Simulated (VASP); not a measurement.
Input:

```yaml
crystal:
  lattice:
    - [2.72090, 0.00000, 0.00000]
    - [-1.36045, 2.35636, 0.00000]
    - [0.00000, 0.00000, 4.41395]
  atoms:
    - { symbol: Ir, position: [0.33333, 0.66667, 0.25000] }
    - { symbol: Ir, position: [0.66667, 0.33333, 0.75000] }
```

Computed with PBEsol GGA, VASP's PBE PAW potentials (set 64) (plane waves; VASP). Run with 400 eV cut-off, Gaussian smearing of 0.050 eV, potentials Ir.

Unless said otherwise, spin-orbit coupling is left out, though it shifts the bands of the heavy elements here.

**Question.** Estimate the band gap (along the path) with the smallest direct gap where there is one.

**Answer.** 
| Quantity | Value |
|---|---|
| band gap (along the path) | none (metal, semimetal or under 0.01 eV) |

The structure was generated: Ir was put into the hcp type (P6_3/mmc), which need not be its known phase. It was relaxed first.
